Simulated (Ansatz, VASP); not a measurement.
# Cross-check of InP between VASP and Ansatz, part 2 of 2

Aim: how closely do two programs agree when they are given the same cell, functional and k mesh? The cell is taken from a series of runs on this material, whose earlier steps may have relaxed, scaled, displaced or heated it; both programs get it as it stands.

VASP 6.6.1 and Ansatz 0.2.0.

So far: The starting structure; Ansatz: zone-centre phonons, LDA.

## (3) VASP: zone-centre phonons, LDA

Level of this step: LDA; plane waves and PAW (P, In_d) (VASP).

The same cell, functional (in two slightly different forms) and mesh now go to VASP, with its own data sets.

Lines of VASP's logs that name or quote its potential files are left out, and so is its time.

File INCAR:

```
SYSTEM = InP
PREC = Accurate
ENCUT = 500
EDIFF = 1E-08
NELM = 120
ISMEAR = 0
SIGMA = 0.01
LREAL = .FALSE.
ALGO = Normal
GGA = CA
NBANDS = 15
LORBIT = 11
LWAVE = .FALSE.
LCHARG = .FALSE.
ISIF = 2
IBRION = 8
LASPH = .TRUE.
GGA_COMPAT = .FALSE.
EFERMI = MIDGAP
KPAR = 2
```

File POSCAR:

```
InP
1.0
   -0.0149092594      2.8992649822      2.9292257257
    2.8992649822     -0.0149092594      2.9292257257
    2.8843557228      2.8843557228      0.0000000000
P In
1 1
Direct
    0.7491006422      0.7491006422      0.7508993578
    0.0008993578      0.0008993578      0.9991006422
```

File KPOINTS:

```
Automatic mesh
0
Gamma
20 20 20
0 0 0
```

Potentials, in the order of the species: P and In_d (LDA family, release 64).

Launch:

```sh
mpirun -np 2 vasp_std
```

Numbers of over 12 decimals in the logs are rounded to 6 here.

The program printed:

```text
[banner, memory and clock lines left out]
running    2 mpi-ranks, on    1 nodes
 distrk:  each k-point on    1 cores,    2 groups
 distr:  one band on    1 cores,    1 groups

 POSCAR found type information on POSCAR P In
 POSCAR found :  2 types and       2 ions
 LDA part: xc-table for (Slater(with rela. corr.)+CA(PZ))
 , standard interpolation
 POSCAR, INCAR and KPOINTS ok, starting setup
 FFT: planning ... GRIDC
 FFT: planning ... GRID_SOFT
 FFT: planning ... GRID
 WAVECAR not read
 entering main loop
       N       E                     dE             d eps       ncg     rms          rms(c)
DAV:   1     0.111405025117E+03    0.11141E+03   -0.83422E+03 35204   0.132E+03
DAV:   2    -0.234791554296E+01   -0.11375E+03   -0.10920E+03 38214   0.308E+02
DAV:   3    -0.990594220690E+01   -0.75580E+01   -0.75167E+01 45186   0.799E+01
DAV:   4    -0.101090657310E+02   -0.20312E+00   -0.20304E+00 44341   0.142E+01
DAV:   5    -0.101188224709E+02   -0.97567E-02   -0.97565E-02 53151   0.268E+00    0.603E+00
DAV:   6    -0.972212731572E+01    0.39670E+00   -0.61378E-01 56266   0.137E+01    0.360E+00
DAV:   7    -0.967865096471E+01    0.43476E-01   -0.15462E-01 49760   0.336E+00    0.119E+00
DAV:   8    -0.967343348867E+01    0.52175E-02   -0.14155E-02 46620   0.146E+00    0.410E-01
DAV:   9    -0.967318365329E+01    0.24984E-03   -0.11432E-03 48401   0.405E-01    0.186E-01
DAV:  10    -0.967321417803E+01   -0.30525E-04   -0.15747E-04 55488   0.153E-01    0.115E-01
DAV:  11    -0.967321757333E+01   -0.33953E-05   -0.30039E-05 55340   0.873E-02    0.691E-02
DAV:  12    -0.967321521793E+01    0.23554E-05   -0.52395E-06 45109   0.212E-02    0.125E-02
DAV:  13    -0.967321519344E+01    0.24490E-07   -0.42084E-07 44409   0.365E-03    0.104E-02
DAV:  14    -0.967321517081E+01    0.22635E-07   -0.34250E-08 45417   0.289E-03    0.349E-03
DAV:  15    -0.967321515902E+01    0.11793E-07   -0.36064E-08 43317   0.193E-03    0.758E-04
DAV:  16    -0.967321515917E+01   -0.15325E-09   -0.17293E-09 25407   0.272E-04
   1 F= -.96732152E+01 E0= -.96732152E+01  d E =0.000000E+00
 Linear response reoptimize wavefunctions to high precision
DAV:   1    -0.967321515920E+01   -0.30468E-10   -0.21586E-10 28536   0.142E-04
 Linear response DOF=           4
 Linear response progress:
  Degree of freedom:   1/  4
       N       E                     dE             d eps       ncg     rms          rms(c)
RMM:   1    -0.504428269563E-01   -0.50443E-01    0.32435E-02256448   0.184E+00
RMM:   2    -0.482471394624E-01    0.21957E-02   -0.38577E-04194204   0.664E-01    0.153E-01
RMM:   3    -0.488243241370E-01   -0.57718E-03   -0.15616E-03222982   0.281E-01    0.587E-02
RMM:   4    -0.490718683414E-01   -0.24754E-03   -0.18604E-04226503   0.105E-01    0.179E-02
RMM:   5    -0.491044386850E-01   -0.32570E-04   -0.18803E-05238643   0.334E-02    0.108E-02
RMM:   6    -0.490956991175E-01    0.87396E-05   -0.34381E-06234180   0.113E-02    0.400E-03
RMM:   7    -0.490955274507E-01    0.17167E-06   -0.35864E-07235081   0.405E-03    0.174E-03
RMM:   8    -0.490981738396E-01   -0.26464E-05   -0.86690E-08237995   0.156E-03    0.420E-04
RMM:   9    -0.490983242784E-01   -0.15044E-06    0.50034E-07260895   0.523E-04    0.227E-04
RMM:  10    -0.490983583942E-01   -0.34116E-07    0.19389E-07242940   0.217E-04    0.723E-05
RMM:  11    -0.490984507459E-01   -0.92352E-07   -0.87179E-09251798   0.948E-05    0.457E-05
RMM:  12    -0.490984508896E-01   -0.14363E-09   -0.97776E-09251685   0.397E-05    0.491E-05
 first order change of Fermi-energy   0.11333E-03
 force on displaced ion       1 direction 1 :  -8.298  -0.038  -0.000
 Linear response progress:
  Degree of freedom:   2/  4
       N       E                     dE             d eps       ncg     rms          rms(c)
RMM:   1    -0.504770410107E-01   -0.50477E-01    0.33211E-02 74211   0.186E+00
RMM:   2    -0.483031730036E-01    0.21739E-02   -0.38119E-04 56957   0.664E-01    0.154E-01
RMM:   3    -0.488896055627E-01   -0.58643E-03   -0.15760E-03 64745   0.282E-01    0.595E-02
RMM:   4    -0.491417481300E-01   -0.25214E-03   -0.18926E-04 65766   0.106E-01    0.179E-02
RMM:   5    -0.491720264833E-01   -0.30278E-04   -0.18385E-05 69156   0.332E-02    0.109E-02
RMM:   6    -0.491628611082E-01    0.91654E-05   -0.37179E-06 67816   0.114E-02    0.402E-03
RMM:   7    -0.491630176789E-01   -0.15657E-06   -0.37897E-07 68045   0.410E-03    0.181E-03
RMM:   8    -0.491657402550E-01   -0.27226E-05   -0.80788E-08 68269   0.157E-03    0.457E-04
RMM:   9    -0.491658559549E-01   -0.11570E-06    0.51936E-07 75601   0.528E-04    0.238E-04
RMM:  10    -0.491658973503E-01   -0.41395E-07    0.23545E-07 70392   0.218E-04    0.664E-05
RMM:  11    -0.491659834899E-01   -0.86140E-07   -0.17065E-08 73219   0.933E-05    0.406E-05
RMM:  12    -0.491659836419E-01   -0.15196E-09   -0.12988E-10 72381   0.398E-05    0.138E-05
 first order change of Fermi-energy  -0.90341E+00
 force on displaced ion       1 direction 3 :   0.000   0.000  -8.379
 Linear response progress:
  Degree of freedom:   3/  4
       N       E                     dE             d eps       ncg     rms          rms(c)
RMM:   1    -0.234448390299E+00   -0.23445E+00   -0.63870E-02161908   0.509E+00
RMM:   2    -0.237062700148E+00   -0.26143E-02   -0.15090E-02204665   0.110E+00    0.925E-02
RMM:   3    -0.237050216442E+00    0.12484E-04   -0.17422E-03225235   0.342E-01    0.482E-02
RMM:   4    -0.236869201519E+00    0.18101E-03   -0.17558E-04229029   0.118E-01    0.235E-02
RMM:   5    -0.236838010010E+00    0.31192E-04   -0.26342E-05236985   0.425E-02    0.819E-03
RMM:   6    -0.236844343498E+00   -0.63335E-05   -0.27936E-06241125   0.150E-02    0.234E-03
RMM:   7    -0.236856070415E+00   -0.11727E-04    0.71586E-07241251   0.458E-03    0.753E-04
RMM:   8    -0.236853953998E+00    0.21164E-05    0.37991E-07239466   0.195E-03    0.380E-04
RMM:   9    -0.236852469212E+00    0.14848E-05    0.75418E-08242007   0.907E-04    0.132E-04
RMM:  10    -0.236852974401E+00   -0.50519E-06    0.29813E-07237943   0.438E-04    0.111E-04
RMM:  11    -0.236852963964E+00    0.10437E-07    0.10203E-07254980   0.224E-04    0.847E-05
RMM:  12    -0.236852997522E+00   -0.33558E-07    0.14073E-07250135   0.131E-04    0.899E-05
RMM:  13    -0.236852972383E+00    0.25140E-07    0.50269E-08238213   0.867E-05    0.297E-05
RMM:  14    -0.236853066091E+00   -0.93709E-07    0.55795E-08230853   0.665E-05    0.129E-05
RMM:  15    -0.236853071706E+00   -0.56153E-08    0.12151E-08255786   0.485E-05    0.153E-05
 first order change of Fermi-energy  -0.22863E-04
 force on displaced ion       2 direction 1 :  -8.326  -0.037  -0.000
 Linear response progress:
  Degree of freedom:   4/  4
       N       E                     dE             d eps       ncg     rms          rms(c)
RMM:   1    -0.234558487967E+00   -0.23456E+00   -0.66086E-02 47145   0.507E+00
RMM:   2    -0.237130364612E+00   -0.25719E-02   -0.14897E-02 59510   0.110E+00    0.933E-02
RMM:   3    -0.237128213751E+00    0.21509E-05   -0.17134E-03 65375   0.340E-01    0.490E-02
RMM:   4    -0.236949035578E+00    0.17918E-03   -0.17181E-04 66512   0.118E-01    0.234E-02
RMM:   5    -0.236921186775E+00    0.27849E-04   -0.26826E-05 68814   0.425E-02    0.817E-03
RMM:   6    -0.236929221658E+00   -0.80349E-05   -0.45981E-06 69987   0.148E-02    0.240E-03
RMM:   7    -0.236941057957E+00   -0.11836E-04   -0.20742E-06 69945   0.455E-03    0.768E-04
RMM:   8    -0.236938503087E+00    0.25549E-05   -0.63571E-07 69222   0.193E-03    0.362E-04
RMM:   9    -0.236937074247E+00    0.14288E-05   -0.34270E-07 69534   0.900E-04    0.122E-04
RMM:  10    -0.236937640286E+00   -0.56604E-06    0.32865E-08 68083   0.436E-04    0.106E-04
RMM:  11    -0.236937613740E+00    0.26546E-07    0.44937E-08 73528   0.221E-04    0.681E-05
RMM:  12    -0.236937682987E+00   -0.69246E-07    0.41278E-08 71645   0.129E-04    0.797E-05
RMM:  13    -0.236937666561E+00    0.16426E-07    0.49611E-08 67751   0.862E-05    0.524E-05
RMM:  14    -0.236937725032E+00   -0.58471E-07    0.35280E-08 66696   0.644E-05    0.193E-05
RMM:  15    -0.236937724792E+00    0.24037E-09    0.15263E-08 74687   0.464E-05    0.188E-05
 first order change of Fermi-energy   0.90428E+00
 force on displaced ion       2 direction 3 :   0.000   0.000  -8.404
 Linear response finished
```

From OUTCAR (step 3):

```text
ion  position               nearest neighbor table
   1  0.749  0.749  0.751-   2 2.52   2 2.52   2 2.52   2 2.52
   2  0.001  0.001  0.999-   1 2.52   1 2.52   1 2.52   1 2.52

  LATTYP: Found a body centered orthorhombic cell.
 ALAT       =     4.0790949819
 B/A-ratio  =     1.0103380171
 C/A-ratio  =     1.4362135418

 Subroutine GETGRP returns: Found  4 space group operations
 (whereof  4 operations were pure point group operations)

The static configuration has the point symmetry C_2v.

 Found   1166 irreducible k-points:

   k-points           NKPTS =   1166   k-points in BZ     NKDIM =   1166   number of bands    NBANDS=     15

   dimension x,y,z NGX =    30 NGY =   30 NGZ =   30
   dimension x,y,z NGXF=    60 NGYF=   60 NGZF=   60

   ENCUT  =  500.0 eV  36.75 Ry    6.06 a.u.   7.51  7.51  7.44*2*pi/ulx,y,z

   NELECT =      18.0000    total number of electrons

 k-points in reciprocal lattice and weights: Automatic mesh
   0.00000000  0.00000000  0.00000000       0.000
   0.05000000  0.00000000  0.00000000       0.001
   0.10000000  0.00000000  0.00000000       0.001
   0.15000000  0.00000000  0.00000000       0.001
   0.20000000  0.00000000  0.00000000       0.001
   0.25000000  0.00000000  0.00000000       0.001
   0.30000000  0.00000000  0.00000000       0.001
   0.35000000  0.00000000  0.00000000       0.001
   0.40000000  0.00000000  0.00000000       0.001
[...]
0.25000000  0.25000000  0.50000000       0.000
  -0.25000000  0.25000000  0.50000000       0.000

 average (electrostatic) potential at core
       1 -83.7888       2 -95.0188

  Total        0.1553806      0.1553806      0.0134187      0.1449470      0.0000000      0.0000000
  in kB        5.0554554      5.0554554      0.4365912      4.7159880      0.0000000      0.0000000
  external PRESSURE =       3.5158340 kB  Pullay stress =       0.0000000 kB

  energy-cutoff  :      500.00
  volume of cell :       49.24
      direct lattice vectors                 reciprocal lattice vectors
    -0.014909259  2.899264982  2.929225726    -0.171575190  0.171575190  0.170693571
     2.899264982 -0.014909259  2.929225726     0.171575190 -0.171575190  0.170693571
     2.884355723  2.884355723  0.000000000     0.173348938  0.173348938 -0.170693571

 POSITION                                       TOTAL-FORCE (eV/Angst)
 -----------------------------------------------------------------------------------
      4.32653      4.32653      4.38857         0.000000      0.000000      0.000558
      2.88436      2.88436      0.00527        -0.000000     -0.000000     -0.000558
 -----------------------------------------------------------------------------------
    total drift:                               -0.000000     -0.000000     -0.000160

 Eigenvectors and eigenvalues of the dynamical matrix
 ----------------------------------------------------

   1 f  =    9.165257 THz    57.587010 2PiTHz  305.720078 cm-1    37.904442 meV
             X         Y         Z           dx          dy          dz
      4.326534  4.326534  4.388570     0.000000    0.000000    0.887155
      2.884356  2.884356  0.005269     0.000000    0.000000   -0.461471

   2 f  =    9.141985 THz    57.440787 2PiTHz  304.943804 cm-1    37.808196 meV
             X         Y         Z           dx          dy          dz
      4.326534  4.326534  4.388570     0.627294    0.627294    0.000000
      2.884356  2.884356  0.005269    -0.326346   -0.326346    0.000000

   3 f  =    9.100146 THz    57.177903 2PiTHz  303.548195 cm-1    37.635163 meV
             X         Y         Z           dx          dy          dz
      4.326534  4.326534  4.388570     0.627273   -0.627273    0.000000
      2.884356  2.884356  0.005269    -0.326387    0.326387    0.000000

   4 f/i=    0.005658 THz     0.035550 2PiTHz    0.188731 cm-1     0.023400 meV
             X         Y         Z           dx          dy          dz
      4.326534  4.326534  4.388570     0.000000    0.000000   -0.461471
      2.884356  2.884356  0.005269     0.000000    0.000000   -0.887155

   5 f/i=    0.006175 THz     0.038801 2PiTHz    0.205990 cm-1     0.025539 meV
             X         Y         Z           dx          dy          dz
      4.326534  4.326534  4.388570    -0.326346   -0.326346    0.000000
      2.884356  2.884356  0.005269    -0.627294   -0.627294    0.000000

   6 f/i=    0.006742 THz     0.042362 2PiTHz    0.224894 cm-1     0.027883 meV
             X         Y         Z           dx          dy          dz
      4.326534  4.326534  4.388570    -0.326387    0.326387    0.000000
      2.884356  2.884356  0.005269    -0.627273    0.627273    0.000000

 ELASTIC MODULI CONTR FROM IONIC RELAXATION (kBar)
 Direction    XX          YY          ZZ          XY          YZ          ZX
 --------------------------------------------------------------------------------
 XX          -0.1389     -0.1389     -0.2333     -6.0781      0.0000      0.0000
 YY          -0.1389     -0.1389     -0.2333     -6.0781      0.0000      0.0000
 ZZ          -0.2333     -0.2333     -0.3920    -10.2127      0.0000      0.0000
 XY          -6.0781     -6.0781    -10.2127   -266.0562      0.0000      0.0000
 YZ           0.0000      0.0000      0.0000      0.0000   -269.4455     -9.8342
 ZX           0.0000      0.0000      0.0000      0.0000     -9.8342   -255.8239
 --------------------------------------------------------------------------------
```

## (4) Comparison

Known differences besides the potentials themselves: the two LDA forms differ slightly; fixed occupations in Ansatz, narrow Gaussian smearing in VASP; the cutoff is 420 eV in Ansatz and 500 eV in VASP; VASP's log shows a relativistic correction to its local exchange, Ansatz's none. Total energies have different zeros and are not compared.

Compared:

| quantity | Ansatz | VASP | difference |
| --- | --- | --- | --- |
| optical mode 1 (cm⁻¹) | 304.1 | 303.5 | +0.19 % |
| optical mode 2 (cm⁻¹) | 305.5 | 304.9 | +0.18 % |
| optical mode 3 (cm⁻¹) | 306.3 | 305.7 | +0.19 % |

Modes are paired by rising frequency, not by their patterns, so a pair may set unlike modes beside each other; they are those without the splitting of longitudinal modes.

## (5) Outcome

```
r.m.s. difference of the optical zone-centre modes, each program's sorted by frequency (zone-centre phonons, LDA) : 0.57 cm⁻¹
```

What this shows: The r.m.s. difference of the optical zone-centre modes, each program's sorted by frequency is 0.57 cm⁻¹ (zone-centre phonons, LDA). How closely two codes agree says nothing of how well the functional describes the real material.

[Lines on the potential files, build, host, timing and source positions are cut from VASP's logs without a mark.]

[Logs are printed without paths, hosts, clocks, repeated set-up lines and the standing remarks that a program may print on its own settings, such as how far it seeks lower states.]

[Hosts, paths, dates, database ids (printed as entryN), source tags and the programs' standing remarks are cut or masked in the printed files.]
